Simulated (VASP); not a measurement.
Input:

```
CELL_PARAMETERS angstrom
      3.57873     0.00000     0.00000
     -1.78937     3.09927     0.00000
      0.00000     0.00000     5.48164
ATOMIC_POSITIONS crystal
  Dy 0.33333 0.66667 0.25000
  Dy 0.66667 0.33333 0.75000
```

Method: PBE GGA, VASP's PBE PAW potentials (set 64) (plane waves; VASP). Numerical set-up: 300 eV cut-off, 9×9×5 Γ-centred mesh, Gaussian smearing of 0.10 eV, potentials Dy.

At this cut-off the stress carries a Pulay error, which pulls relaxed volumes low. The run has a spin-polarised start.

Problem. Give the stress tensor in GPa (positive for a compressed cell).

Solution. 
```
1.25  0.00  0.00
0.00  1.25  0.00
0.00  0.00  4.88
```
The pressure is its mean diagonal, 2.46 GPa.

The structure comes from a computed database's Dy entry; how it stands against other phases isn't given here. The cell was not relaxed at this level.
